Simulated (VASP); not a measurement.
All values below come from PBE GGA with spin-orbit coupling, VASP's PBE PAW potentials (set 64) (plane waves; VASP).

VASP ran on this input.

### POSCAR
```
Pb
1.0
  0.0000000000   2.4750000000   2.4750000000
  2.4750000000   0.0000000000   2.4750000000
  2.4750000000   2.4750000000   0.0000000000
Pb
1
Cartesian
  0.0000000000   0.0000000000   0.0000000000
```

### KPOINTS
```
Automatic mesh
0
Gamma
9 9 9
0 0 0
```

INCAR:
```
# general
SYSTEM        = Pb
PREC          = Accurate
ENCUT         = 300
LREAL         = .FALSE.   # projection in real space or not
LASPH         = .TRUE.   # aspherical one-centre terms

# electronic loop
EDIFF         = 1E-6   # SCF stop (eV)
NELM          = 100   # most electronic steps
ALGO          = Normal   # blocked Davidson
LMAXMIX       = 4

# smearing
ISMEAR        = -1   # Fermi-Dirac
SIGMA         = 0.1

# functional
GGA           = PE
GGA_COMPAT    = .FALSE.

# spin
MAGMOM        = 0.0 0.0 0.0
LSORBIT       = .TRUE.
LNONCOLLINEAR = .TRUE.

# ions
ISIF          = 2   # forces and stress, cell fixed

# output
LWAVE         = .FALSE.
LCHARG        = .FALSE.
LORBIT        = 11
```

POTCAR, in this order: Pb_d (PBE.64 set). Program: vasp_ncl.

What VASP printed:

File OUTCAR:
```
 ion  position               nearest neighbor table
   1  0.000  0.000  0.000-
  LATTYP: Found a face centered cubic cell.
 ALAT       =     4.9500000000
 Subroutine PRICEL returns:
 Original cell was already a primitive cell.
 Subroutine GETGRP returns: Found 48 space group operations
The static configuration has the point symmetry O_h .
The dynamic configuration has the point symmetry O_h .
The overall configuration has the point symmetry O_h .
 Subroutine INISYM returns: Found 48 space group operations
 Subroutine IBZKPT returns following result:
 Found     35 irreducible k-points:

 Following reciprocal coordinates:
            Coordinates               Weight
  0.000000  0.000000  0.000000      1.000000
  0.111111  0.000000  0.000000      8.000000
  0.222222  0.000000  0.000000      8.000000
  0.333333  0.000000  0.000000      8.000000
  0.444444  0.000000  0.000000      8.000000
  0.111111  0.111111  0.000000      6.000000
  0.222222  0.111111  0.000000     24.000000
  0.333333  0.111111  0.000000     24.000000
  0.444444  0.111111  0.000000     24.000000
 -0.444444  0.111111  0.000000     24.000000
 -0.333333  0.111111  0.000000     24.000000
 -0.222222  0.111111  0.000000     24.000000
 -0.111111  0.111111  0.000000     12.000000
  0.222222  0.222222  0.000000      6.000000
  0.333333  0.222222  0.000000     24.000000
  0.444444  0.222222  0.000000     24.000000
 -0.444444  0.222222  0.000000     24.000000
 -0.333333  0.222222  0.000000     24.000000
 -0.222222  0.222222  0.000000     12.000000
  0.333333  0.333333  0.000000      6.000000
  0.444444  0.333333  0.000000     24.000000
 -0.444444  0.333333  0.000000     24.000000
 -0.333333  0.333333  0.000000     12.000000
  0.444444  0.444444  0.000000      6.000000
 -0.444444  0.444444  0.000000     12.000000
  0.333333  0.222222  0.111111     24.000000
  0.444444  0.222222  0.111111     48.000000
 -0.444444  0.222222  0.111111     48.000000
  0.444444  0.333333  0.111111     24.000000
 -0.444444  0.333333  0.111111     48.000000
 -0.333333  0.333333  0.111111     48.000000
 -0.222222  0.333333  0.111111     24.000000
 -0.444444  0.444444  0.111111     24.000000
 -0.333333  0.444444  0.111111     24.000000
 -0.333333  0.444444  0.222222     24.000000
   k-points           NKPTS =     35   k-points in BZ     NKDIM =     35   number of bands    NBANDS=     22
   number of dos      NEDOS =    301   number of ions     NIONS =      1
   total plane-waves  NPLWV =   8000
   dimension x,y,z NGX =    20 NGY =   20 NGZ =   20
   dimension x,y,z NGXF=    40 NGYF=   40 NGZF=   40
   ions per type =               1
   PREC   = accura    normal or accurate (medium, high low for compatibility)
   ISTART =      0    job   : 0-new  1-cont  2-samecut
   ICHARG =      2    charge: 1-file 2-atom 10-const
   ISPIN  =      1    spin polarized calculation?
   LNONCOLLINEAR =      T non collinear calculations
   LSORBIT =      T    spin-orbit coupling
   INIWAV =      1    electr: 0-lowe 1-rand  2-diag
   ENCUT  =  300.0 eV  22.05 Ry    4.70 a.u.   4.94  4.94  4.94*2*pi/ulx,y,z
   NELM   =    100;   NELMIN=  2; NELMDL= -5     # of ELM steps
   EDIFF  = 0.1E-05   stopping-criterion for ELM
   LREAL  =      F    real-space projection
   NLSPLINE    = F    spline interpolate recip. space projectors
   LMAXMIX     =    4 max onsite mixed and CHGCAR
   VOSKOWN=      0    Vosko Wilk Nusair interpolation
   EDIFFG = 0.1E-04   stopping-criterion for IOM
   NSW    =      0    number of steps for IOM
   NBLOCK =      1;   KBLOCK =      1    inner block; outer block
   IBRION =     -1    ionic relax: 0-MD 1-quasi-New 2-CG
...
```

OSZICAR:
```
       N       E                     dE             d eps       ncg     rms          rms(c)
DAV:   1     0.123119693495E+03    0.12312E+03   -0.51198E+03  1548   0.104E+03
DAV:   2     0.390801034380E+01   -0.11921E+03   -0.11609E+03  1636   0.333E+02
DAV:   3    -0.390468710380E+01   -0.78127E+01   -0.77439E+01  1876   0.109E+02
DAV:   4    -0.410798369232E+01   -0.20330E+00   -0.20324E+00  1960   0.193E+01
DAV:   5    -0.411682177463E+01   -0.88381E-02   -0.88379E-02  2138   0.329E+00    0.496E-01
DAV:   6    -0.411088716179E+01    0.59346E-02   -0.77615E-03  2130   0.154E+00    0.254E-01
DAV:   7    -0.410864547940E+01    0.22417E-02   -0.28079E-03  2052   0.866E-01    0.235E-01
DAV:   8    -0.410848477329E+01    0.16071E-03   -0.98914E-05  2224   0.119E-01    0.348E-02
DAV:   9    -0.410843570892E+01    0.49064E-04   -0.69792E-05  1798   0.177E-01    0.467E-03
DAV:  10    -0.410843262100E+01    0.30879E-05   -0.15798E-06  1752   0.259E-02    0.169E-03
DAV:  11    -0.410843200891E+01    0.61209E-06   -0.12327E-07  1028   0.393E-03
   1 F= -.41084320E+01 E0= -.41026324E+01  d E =-.115992E-01  mag=    -0.0000    -0.0000    -0.0000
```

OUTCAR:
```
------------------------ aborting loop because EDIFF is reached ----------------------------------------
  FORCE on cell =-STRESS in cart. coord.  units (eV):
  Direction    XX          YY          ZZ          XY          YZ          ZX
  --------------------------------------------------------------------------------------
  Total        0.3023241      0.3023241      0.3023241      0.0000000      0.0000000     -0.0000000
  in kB       15.9745170     15.9745170     15.9745170      0.0000000      0.0000000     -0.0000000
  external PRESSURE =      15.9745170 kB  Pullay stress =       0.0000000 kB
  volume of cell :       30.32
      direct lattice vectors                 reciprocal lattice vectors
     0.000000000  2.475000000  2.475000000    -0.202020202  0.202020202  0.202020202
     2.475000000  0.000000000  2.475000000     0.202020202 -0.202020202  0.202020202
     2.475000000  2.475000000  0.000000000     0.202020202  0.202020202 -0.202020202
 POSITION                                       TOTAL-FORCE (eV/Angst)
 -----------------------------------------------------------------------------------
      0.00000      0.00000      0.00000         0.000000     -0.000000     -0.000000
 -----------------------------------------------------------------------------------
    total drift:                               -0.000000     -0.000000     -0.000000
  FREE ENERGIE OF THE ION-ELECTRON SYSTEM (eV)
  ---------------------------------------------------
  free  energy   TOTEN  =        -4.1084320089 eV

  energy  without entropy=       -4.0968328475  energy(sigma->0) =       -4.10263243

 total charge

# of ion       s       p       d       tot
------------------------------------------
    1        1.399   0.761   9.803  11.963

 magnetization (x)

# of ion       s       p       d       tot
------------------------------------------
    1        0.000  -0.000  -0.000  -0.000

 magnetization (y)

# of ion       s       p       d       tot
------------------------------------------
    1        0.000   0.000  -0.000   0.000

 magnetization (z)

# of ion       s       p       d       tot
------------------------------------------
    1        0.000   0.000   0.000   0.000

 Ion:    1  E_soc:     -1.1223174
```
(Selected blocks of OUTCAR.)

At this cut-off the stress carries a Pulay error, which pulls relaxed volumes low.

The structure is a typed Pb crystal (Fm-3m). The cell was not relaxed at this level. The run is one of a series of settings (GGA_COMPAT = .FALSE., LNONCOLLINEAR = .TRUE., LSORBIT = .TRUE., MAGMOM = 0.0 0.0 0.0, program vasp_ncl against the base run), some of them coarse on purpose.
